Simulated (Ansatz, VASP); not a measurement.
# BP: VASP beside Ansatz, part 2 of 3

One calculation is typed for both programs; each brings its own data sets. How far apart do they land? The cell is taken from a series of runs on this material, whose earlier steps may have relaxed, scaled, displaced or heated it; both programs get it as it stands.

VASP 6.6.1 and Ansatz 0.2.0.

So far: The structure; Ansatz: zone-centre phonons, LDA, pair 1.

## (3) VASP: zone-centre phonons, LDA, pair 1

Level of this step: LDA; plane waves and PAW (B, P) (VASP).

The same cell, functional (in two slightly different forms) and mesh now go to VASP, with its own data sets.

Lines of VASP's logs that name or quote its potential files are left out, and so is its time.

Input file INCAR:

```
SYSTEM = BP
PREC = Accurate
ENCUT = 500
EDIFF = 1E-08
NELM = 120
ISMEAR = 0
SIGMA = 0.01
LREAL = .FALSE.
ALGO = Normal
GGA = CA
NBANDS = 10
LORBIT = 11
LWAVE = .FALSE.
LCHARG = .FALSE.
ISIF = 2
IBRION = 8
LEPSILON = .TRUE.
LASPH = .TRUE.
GGA_COMPAT = .FALSE.
EFERMI = MIDGAP
KPAR = 2
```

Input file POSCAR:

```
BP
1.0
    0.0000000000      2.2339491771      2.2339491771
    2.2339491771      0.0000000000      2.2339491771
    2.2339491771      2.2339491771      0.0000000000
B P
1 1
Direct
    0.0000000000      0.0000000000      0.0000000000
    0.2500000000      0.2500000000      0.2500000000
```

Input file KPOINTS:

```
Automatic mesh
0
Gamma
10 10 10
0 0 0
```

PAW data sets: B and P (LDA family, release 64).

The run is started by

```console
> mpirun -np 2 vasp_std
```

Numbers of over 12 decimals in the logs are rounded to 6 here.

The program printed:

```text
[banner, memory and clock lines left out]
running    2 mpi-ranks, on    1 nodes
 distrk:  each k-point on    1 cores,    2 groups
 distr:  one band on    1 cores,    1 groups

 POSCAR found type information on POSCAR B P
 POSCAR found :  2 types and       2 ions
 LDA part: xc-table for (Slater(with rela. corr.)+CA(PZ))
 , standard interpolation
 POSCAR, INCAR and KPOINTS ok, starting setup
 FFT: planning ... GRIDC
 FFT: planning ... GRID_SOFT
 FFT: planning ... GRID
 WAVECAR not read
 entering main loop
       N       E                     dE             d eps       ncg     rms          rms(c)
DAV:   1     0.729225845167E+01    0.72923E+01   -0.39770E+03   940   0.695E+02
DAV:   2    -0.148444727785E+02   -0.22137E+02   -0.21469E+02  1358   0.112E+02
DAV:   3    -0.153320762896E+02   -0.48760E+00   -0.48670E+00  1164   0.155E+01
DAV:   4    -0.153338775609E+02   -0.18013E-02   -0.18010E-02  1166   0.106E+00
DAV:   5    -0.153338859047E+02   -0.83437E-05   -0.83436E-05  1130   0.640E-02    0.785E+00
DAV:   6    -0.145376712284E+02    0.79621E+00   -0.18300E+00  1038   0.640E+00    0.415E+00
DAV:   7    -0.144094516943E+02    0.12822E+00   -0.31281E-01  1218   0.299E+00    0.132E+00
DAV:   8    -0.143962800977E+02    0.13172E-01   -0.35882E-02  1110   0.107E+00    0.252E-01
DAV:   9    -0.143963107752E+02   -0.30677E-04   -0.74915E-04  1058   0.208E-01    0.167E-01
DAV:  10    -0.143963065491E+02    0.42260E-05   -0.14044E-04  1068   0.714E-02    0.351E-02
DAV:  11    -0.143963083795E+02   -0.18304E-05   -0.62157E-06  1176   0.137E-02    0.383E-02
DAV:  12    -0.143963080796E+02    0.29987E-06   -0.18481E-06  1074   0.624E-03    0.913E-03
DAV:  13    -0.143963080869E+02   -0.73369E-08   -0.63226E-08  1134   0.167E-03
   1 F= -.14396308E+02 E0= -.14396308E+02  d E =0.000000E+00
 Linear response reoptimize wavefunctions to high precision
DAV:   1    -0.143963080836E+02    0.33398E-08   -0.13609E-08  1064   0.543E-04
DAV:   2    -0.143963080836E+02   -0.86402E-11   -0.25556E-10   540   0.132E-04
 Linear response G [H, r] |phi>, progress :
  Direction:   1
       N       E                     dE             d eps       ncg     rms
RMM:   1    -0.448911943460E+02   -0.44891E+02   -0.98638E+01  2358   0.440E+01
RMM:   2    -0.331529552162E+02    0.11738E+02   -0.28170E+00  1525   0.110E+01
RMM:   3    -0.331215925990E+02    0.31363E-01   -0.34077E-02  1609   0.114E+00
RMM:   4    -0.331210970009E+02    0.49560E-03    0.17648E-03  1659   0.138E-01
RMM:   5    -0.331212900906E+02   -0.19309E-03    0.17831E-04  1657   0.175E-02
RMM:   6    -0.331213061705E+02   -0.16080E-04    0.26191E-05  1698   0.264E-03
RMM:   7    -0.331213090618E+02   -0.28912E-05   -0.10186E-07  1630   0.530E-04
RMM:   8    -0.331213096901E+02   -0.62839E-06    0.46413E-07  1394   0.227E-04
RMM:   9    -0.331213095174E+02    0.17270E-06    0.40878E-06  1186   0.195E-04
RMM:  10    -0.331213089362E+02    0.58123E-06   -0.52495E-06  1118   0.193E-04
RMM:  11    -0.331213088608E+02    0.75401E-07    0.33852E-05   981   0.194E-04
RMM:  12    -0.331213093997E+02   -0.53887E-06    0.26648E-05   872   0.195E-04
 Linear response G [H, r] |phi>, progress :
  Direction:   2
       N       E                     dE             d eps       ncg     rms
RMM:   1    -0.406991308452E+02   -0.40699E+02   -0.89071E+01  2357   0.419E+01
RMM:   2    -0.337848974968E+02    0.69142E+01   -0.17049E+00  1516   0.918E+00
RMM:   3    -0.337831769058E+02    0.17206E-02   -0.16641E-02  1610   0.922E-01
RMM:   4    -0.337832584136E+02   -0.81508E-04    0.17683E-03  1664   0.114E-01
RMM:   5    -0.337834409206E+02   -0.18251E-03    0.17744E-04  1665   0.146E-02
RMM:   6    -0.337834561501E+02   -0.15229E-04    0.30834E-05  1704   0.226E-03
RMM:   7    -0.337834588397E+02   -0.26897E-05    0.33990E-06  1630   0.504E-04
RMM:   8    -0.337834592338E+02   -0.39405E-06   -0.50223E-06  1398   0.258E-04
RMM:   9    -0.337834593697E+02   -0.13593E-06    0.97999E-07  1234   0.233E-04
RMM:  10    -0.337834598232E+02   -0.45351E-06   -0.58203E-06  1170   0.230E-04
RMM:  11    -0.337834598128E+02    0.10412E-07   -0.22927E-05  1012   0.229E-04
RMM:  12    -0.337834591295E+02    0.68333E-06   -0.24787E-05   875   0.230E-04
 Linear response G [H, r] |phi>, progress :
  Direction:   3
       N       E                     dE             d eps       ncg     rms
RMM:   1    -0.249707132427E+02   -0.24971E+02    0.61692E+01  2258   0.410E+01
RMM:   2    -0.203168315489E+02    0.46539E+01   -0.23560E+00  1511   0.979E+00
RMM:   3    -0.202820784784E+02    0.34753E-01   -0.41003E-02  1591   0.108E+00
RMM:   4    -0.202812476671E+02    0.83081E-03   -0.34924E-04  1654   0.132E-01
RMM:   5    -0.202812477288E+02   -0.61632E-07   -0.80264E-06  1653   0.177E-02
RMM:   6    -0.202812478625E+02   -0.13369E-06    0.17470E-08  1653   0.273E-03
RMM:   7    -0.202812478860E+02   -0.23563E-07   -0.35821E-07  1583   0.576E-04
RMM:   8    -0.202812477788E+02    0.10720E-06    0.11076E-06  1392   0.250E-04
RMM:   9    -0.202812478239E+02   -0.45050E-07    0.52758E-06  1173   0.212E-04
RMM:  10    -0.202812478271E+02   -0.32507E-08    0.33667E-06  1048   0.210E-04
RMM:  11    -0.202812478425E+02   -0.15358E-07   -0.94772E-06   939   0.211E-04
RMM:  12    -0.202812478664E+02   -0.23923E-07   -0.20450E-05   767   0.211E-04
 Linear response to external field (no local field effect), progress :
[...]
RMM:   1    -0.517635215502E+00   -0.51764E+00   -0.23291E+00  7759   0.291E+00
RMM:   2    -0.537001780392E+00   -0.19367E-01   -0.51498E-03  5558   0.438E-01    0.120E+00
RMM:   3    -0.521719696041E+00    0.15282E-01   -0.63428E-03  5686   0.459E-01    0.671E-01
RMM:   4    -0.533578317159E+00   -0.11859E-01   -0.60317E-03  5655   0.458E-01    0.111E-01
RMM:   5    -0.537478940356E+00   -0.39006E-02   -0.14318E-04  5716   0.797E-02    0.168E-02
RMM:   6    -0.537542639742E+00   -0.63699E-04   -0.16972E-06  5909   0.963E-03    0.840E-03
RMM:   7    -0.537612961271E+00   -0.70322E-04   -0.14699E-07  5892   0.274E-03    0.354E-04
RMM:   8    -0.537619496573E+00   -0.65353E-05   -0.34682E-09  6170   0.346E-04    0.178E-04
RMM:   9    -0.537619723701E+00   -0.22713E-06   -0.56998E-09  6017   0.196E-04    0.397E-05
RMM:  10    -0.537619485425E+00    0.23828E-06   -0.10062E-08  3673   0.382E-05    0.536E-06
 change of polarisation eV/A/(eV/A) component  1 :     1.020     0.279     0.177
 dielectric tensor                  component  1 :     9.275     2.268     1.437
 Linear response to external field, progress :
  Direction:   2
       N       E                     dE             d eps       ncg     rms          rms(c)
RMM:   1    -0.517655623360E+00   -0.51766E+00   -0.23293E+00  7759   0.291E+00
RMM:   2    -0.537002983895E+00   -0.19347E-01   -0.51229E-03  5558   0.438E-01    0.120E+00
RMM:   3    -0.521720116289E+00    0.15283E-01   -0.63411E-03  5686   0.459E-01    0.671E-01
RMM:   4    -0.533578420509E+00   -0.11858E-01   -0.60327E-03  5655   0.458E-01    0.111E-01
RMM:   5    -0.537478912372E+00   -0.39005E-02   -0.14329E-04  5715   0.797E-02    0.168E-02
RMM:   6    -0.537542292911E+00   -0.63381E-04   -0.17297E-06  5907   0.963E-03    0.840E-03
RMM:   7    -0.537612670735E+00   -0.70378E-04   -0.14878E-07  5891   0.274E-03    0.354E-04
RMM:   8    -0.537619199403E+00   -0.65287E-05   -0.62765E-09  6164   0.345E-04    0.178E-04
RMM:   9    -0.537619433390E+00   -0.23399E-06   -0.66924E-09  6032   0.196E-04    0.397E-05
RMM:  10    -0.537619198335E+00    0.23506E-06   -0.63171E-10  3669   0.378E-05    0.555E-06
 change of polarisation eV/A/(eV/A) component  2 :     0.246     1.020     0.168
 dielectric tensor                  component  2 :     1.997     9.275     1.360
 Linear response to external field, progress :
  Direction:   3
       N       E                     dE             d eps       ncg     rms          rms(c)
RMM:   1    -0.517648175556E+00   -0.51765E+00   -0.23293E+00  7761   0.291E+00
RMM:   2    -0.537001591092E+00   -0.19353E-01   -0.51509E-03  5558   0.438E-01    0.120E+00
RMM:   3    -0.521719956037E+00    0.15282E-01   -0.63435E-03  5686   0.459E-01    0.671E-01
RMM:   4    -0.533578120142E+00   -0.11858E-01   -0.60330E-03  5655   0.458E-01    0.111E-01
RMM:   5    -0.537478636635E+00   -0.39005E-02   -0.14326E-04  5715   0.797E-02    0.168E-02
RMM:   6    -0.537542352550E+00   -0.63716E-04   -0.17240E-06  5908   0.962E-03    0.840E-03
RMM:   7    -0.537612664752E+00   -0.70312E-04   -0.14555E-07  5899   0.274E-03    0.354E-04
RMM:   8    -0.537619199251E+00   -0.65345E-05   -0.33795E-09  6168   0.346E-04    0.178E-04
RMM:   9    -0.537619425301E+00   -0.22605E-06   -0.35968E-09  6034   0.196E-04    0.397E-05
RMM:  10    -0.537619188674E+00    0.23663E-06   -0.39424E-10  3647   0.382E-05    0.549E-06
 change of polarisation eV/A/(eV/A) component  3 :     0.199     0.258     1.020
 dielectric tensor                  component  3 :     1.613     2.091     9.275
 Linear response DOF=           2
 Linear response progress:
  Degree of freedom:   1/  2
       N       E                     dE             d eps       ncg     rms          rms(c)
RMM:   1    -0.472872178326E-01   -0.47287E-01   -0.11331E-02  8370   0.116E+00
RMM:   2    -0.432471051164E-01    0.40401E-02   -0.16894E-03  5399   0.242E-01    0.157E-01
RMM:   3    -0.431481230480E-01    0.98982E-04   -0.48863E-04  5499   0.973E-02    0.821E-02
RMM:   4    -0.435655857264E-01   -0.41746E-03   -0.40820E-04  5446   0.915E-02    0.979E-03
RMM:   5    -0.435260816436E-01    0.39504E-04   -0.92250E-06  5760   0.113E-02    0.124E-03
RMM:   6    -0.435275138765E-01   -0.14322E-05   -0.57200E-07  5767   0.138E-03    0.454E-04
RMM:   7    -0.435260639778E-01    0.14499E-05   -0.26365E-07  5890   0.357E-04    0.114E-04
RMM:   8    -0.435262520885E-01   -0.18811E-06   -0.14132E-08  6016   0.682E-05    0.321E-05
RMM:   9    -0.435262144439E-01    0.37645E-07    0.14002E-07  6144   0.291E-05    0.357E-06
RMM:  10    -0.435262476677E-01   -0.33224E-07    0.66800E-08  6143   0.130E-05    0.144E-06
RMM:  11    -0.435262364767E-01    0.11191E-07    0.70775E-08  5453   0.999E-06    0.280E-07
RMM:  12    -0.435262392326E-01   -0.27560E-08    0.31736E-08  3622   0.889E-06    0.683E-08
 first order change of Fermi-energy  -0.26382E+01
 force on displaced ion       1 direction 1 : -20.376  -0.000  -0.000
 Born effective charge ion    1 direction 1 :  -0.680   0.000   0.000
 Linear response progress:
  Degree of freedom:   2/  2
       N       E                     dE             d eps       ncg     rms          rms(c)
RMM:   1    -0.439717054751E-01   -0.43972E-01   -0.23006E-03  7916   0.143E+00
RMM:   2    -0.407522042092E-01    0.32195E-02    0.32926E-04  5310   0.221E-01    0.153E-01
RMM:   3    -0.408897726261E-01   -0.13757E-03    0.75307E-05  5627   0.377E-02    0.865E-02
RMM:   4    -0.411880661543E-01   -0.29829E-03    0.10270E-05  5559   0.366E-02    0.806E-03
RMM:   5    -0.411599566711E-01    0.28109E-04    0.11183E-05  5834   0.628E-03    0.388E-03
RMM:   6    -0.411561615689E-01    0.37951E-05    0.16664E-06  5823   0.834E-04    0.249E-03
RMM:   7    -0.411561504151E-01    0.11154E-07    0.17230E-07  5890   0.418E-04    0.123E-04
RMM:   8    -0.411556576612E-01    0.49275E-06    0.17035E-07  5931   0.774E-05    0.563E-05
RMM:   9    -0.411555440224E-01    0.11364E-06    0.56126E-07  6105   0.299E-05    0.394E-06
RMM:  10    -0.411555731183E-01   -0.29096E-07    0.35007E-07  6238   0.130E-05    0.552E-06
RMM:  11    -0.411555597088E-01    0.13410E-07    0.40188E-07  5343   0.109E-05    0.281E-07
RMM:  12    -0.411555601885E-01   -0.47971E-09    0.38108E-07  3027   0.973E-06    0.866E-08
 first order change of Fermi-energy   0.26385E+01
 force on displaced ion       2 direction 1 : -20.383   0.000   0.000
 Born effective charge ion    2 direction 1 :   0.662   0.000   0.000
 Born effective charges drift removed
 Linear response finished
```

Parts of OUTCAR (step 3):

```text
ion  position               nearest neighbor table
   1  0.000  0.000  0.000-   2 1.93   2 1.93   2 1.93   2 1.93
   2  0.250  0.250  0.250-   1 1.93   1 1.93   1 1.93   1 1.93

  LATTYP: Found a face centered cubic cell.
 ALAT       =     4.4678983542

 Subroutine GETGRP returns: Found 24 space group operations
 (whereof 24 operations were pure point group operations)

The static configuration has the point symmetry T_d .

 Found     47 irreducible k-points:

   k-points           NKPTS =     47   k-points in BZ     NKDIM =     47   number of bands    NBANDS=     10

   dimension x,y,z NGX =    24 NGY =   24 NGZ =   24
   dimension x,y,z NGXF=    48 NGYF=   48 NGZF=   48

   ENCUT  =  500.0 eV  36.75 Ry    6.06 a.u.   5.76  5.76  5.76*2*pi/ulx,y,z

   NELECT =       8.0000    total number of electrons

 k-points in reciprocal lattice and weights: Automatic mesh
   0.00000000  0.00000000  0.00000000       0.001
   0.10000000  0.00000000  0.00000000       0.008
   0.20000000  0.00000000  0.00000000       0.008
   0.30000000  0.00000000  0.00000000       0.008
   0.40000000  0.00000000  0.00000000       0.008
   0.50000000  0.00000000  0.00000000       0.004
   0.10000000  0.10000000  0.00000000       0.006
   0.20000000  0.10000000  0.00000000       0.024
   0.30000000  0.10000000  0.00000000       0.024
[...]
-0.30000000  0.40000000  0.20000000       0.024
  -0.30000000  0.50000000  0.20000000       0.012

 average (electrostatic) potential at core
       1 -29.3300       2 -81.7218

  Total        0.3640077      0.3640077      0.3640077     -0.0000000     -0.0000000      0.0000000
  in kB       26.1559990     26.1559990     26.1559990     -0.0000000     -0.0000000      0.0000000
  external PRESSURE =      26.1559990 kB  Pullay stress =       0.0000000 kB

  energy-cutoff  :      500.00
  volume of cell :       22.30
      direct lattice vectors                 reciprocal lattice vectors
     0.000000000  2.233949177  2.233949177    -0.223818879  0.223818879  0.223818879
     2.233949177  0.000000000  2.233949177     0.223818879 -0.223818879  0.223818879
     2.233949177  2.233949177  0.000000000     0.223818879  0.223818879 -0.223818879

 POSITION                                       TOTAL-FORCE (eV/Angst)
 -----------------------------------------------------------------------------------
      0.00000      0.00000      0.00000         0.000000      0.000000      0.000000
      1.11697      1.11697      1.11697        -0.000000     -0.000000     -0.000000
 -----------------------------------------------------------------------------------
    total drift:                               -0.000000     -0.000000      0.000000

 MACROSCOPIC STATIC DIELECTRIC TENSOR (including local field effects in DFT)
 ------------------------------------------------------
           9.274603    -0.000000     0.000000
          -0.000000     9.274603    -0.000000
           0.000000     0.000000     9.274603
 ------------------------------------------------------

 PIEZOELECTRIC TENSOR (including local field effects)  for field in x, y, z        (C/m^2)
          XX          YY          ZZ          XY          YZ          ZX
  --------------------------------------------------------------------------------
  x    -0.00000    -0.00000     0.00000     0.00000     0.19529     0.00000
  y     0.00000    -0.00000    -0.00000     0.00000     0.00000     0.19529
  z     0.00000     0.00000    -0.00000     0.19529     0.00000     0.00000

 BORN EFFECTIVE CHARGES (including local field effects) (in |e|, cummulative output)
 ---------------------------------------------------------------------------------
 ion    1
    1    -0.67245    -0.00000     0.00000
    2     0.00000    -0.67245     0.00000
    3    -0.00000     0.00000    -0.67245
 ion    2
    1     0.67245     0.00000    -0.00000
    2     0.00000     0.67245    -0.00000
    3     0.00000    -0.00000     0.67245

 Eigenvectors and eigenvalues of the dynamical matrix
 ----------------------------------------------------

   1 f  =   24.929194 THz   156.634746 2PiTHz  831.548407 cm-1   103.098816 meV
             X         Y         Z           dx          dy          dz
      0.000000  0.000000  0.000000     0.000000    0.860935    0.000000
      1.116975  1.116975  1.116975     0.000000   -0.508715    0.000000

   2 f  =   24.929194 THz   156.634746 2PiTHz  831.548407 cm-1   103.098816 meV
             X         Y         Z           dx          dy          dz
      0.000000  0.000000  0.000000     0.860935    0.000000    0.000000
      1.116975  1.116975  1.116975    -0.508715    0.000000    0.000000

   3 f  =   24.929194 THz   156.634746 2PiTHz  831.548407 cm-1   103.098816 meV
             X         Y         Z           dx          dy          dz
      0.000000  0.000000  0.000000     0.000000    0.000000    0.860935
      1.116975  1.116975  1.116975     0.000000    0.000000   -0.508715

   4 f/i=    0.001770 THz     0.011121 2PiTHz    0.059040 cm-1     0.007320 meV
             X         Y         Z           dx          dy          dz
      0.000000  0.000000  0.000000    -0.508715    0.000000    0.000000
      1.116975  1.116975  1.116975    -0.860935    0.000000    0.000000

   5 f/i=    0.001770 THz     0.011121 2PiTHz    0.059040 cm-1     0.007320 meV
             X         Y         Z           dx          dy          dz
      0.000000  0.000000  0.000000     0.000000   -0.508715    0.000000
      1.116975  1.116975  1.116975     0.000000   -0.860935    0.000000

   6 f/i=    0.001770 THz     0.011121 2PiTHz    0.059040 cm-1     0.007320 meV
             X         Y         Z           dx          dy          dz
      0.000000  0.000000  0.000000     0.000000    0.000000   -0.508715
      1.116975  1.116975  1.116975     0.000000    0.000000   -0.860935

 MACROSCOPIC STATIC DIELECTRIC TENSOR IONIC CONTRIBUTION
 ------------------------------------------------------
           0.180073     0.000000     0.000000
           0.000000     0.180073    -0.000000
           0.000000    -0.000000     0.180073
 ------------------------------------------------------

 ELASTIC MODULI CONTR FROM IONIC RELAXATION (kBar)
 Direction    XX          YY          ZZ          XY          YZ          ZX
 --------------------------------------------------------------------------------
 XX          -0.0000     -0.0000     -0.0000     -0.0000      0.0000     -0.0000
 YY          -0.0000     -0.0000     -0.0000     -0.0000     -0.0000      0.0000
 ZZ          -0.0000     -0.0000     -0.0000      0.0000     -0.0000     -0.0000
 XY          -0.0000     -0.0000      0.0000   -251.7642      0.0000      0.0000
 YZ           0.0000     -0.0000     -0.0000      0.0000   -251.7642      0.0000
 ZX          -0.0000      0.0000     -0.0000      0.0000      0.0000   -251.7642
 --------------------------------------------------------------------------------

 PIEZOELECTRIC TENSOR IONIC CONTR  for field in x, y, z        (C/m^2)
          XX          YY          ZZ          XY          YZ          ZX
  --------------------------------------------------------------------------------
  x     0.00000    -0.00000    -0.00000     0.00000    -0.20035    -0.00000
  y    -0.00000     0.00000    -0.00000     0.00000     0.00000    -0.20035
  z    -0.00000    -0.00000    -0.00000    -0.20035    -0.00000     0.00000
```

## (4) Side by side

Known differences besides the potentials themselves: the two LDA forms differ slightly; fixed occupations in Ansatz, narrow Gaussian smearing in VASP; VASP's response is taken on the typed mesh, Ansatz refines its own for the field response alone; the cutoff is 420 eV in Ansatz and 500 eV in VASP; VASP's log shows a relativistic correction to its local exchange, Ansatz's none. Total energies have different zeros and are not compared.

The two programs side by side:

```
                                    quantity  Ansatz   VASP  difference
                                       ε∞ xx    9.17   9.27     -1.08 %
                                       ε∞ yy    9.17   9.27     -1.08 %
                                       ε∞ zz    9.17   9.27     -1.08 %
Born charge of B1 (mean of the diagonal) (e)   -0.69  -0.67       -0.02
Born charge of P2 (mean of the diagonal) (e)    0.69   0.67       +0.02
                  optical mode 1 to 3 (cm⁻¹)   833.3  831.5     +0.21 %
```

Modes are paired by rising frequency, not by their patterns, so a pair may set unlike modes beside each other; they are those without the splitting of longitudinal modes.

(Continued in part 3 of 3.)

[Lines on the potential files, build, host, timing and source positions are cut from VASP's logs without a mark.]

[Logs are printed without paths, hosts, clocks, repeated set-up lines and the standing remarks that a program may print on its own settings, such as how far it seeks lower states.]

[Hosts, paths, dates, database ids (printed as entryN), source tags and the programs' standing remarks are cut or masked in the printed files.]
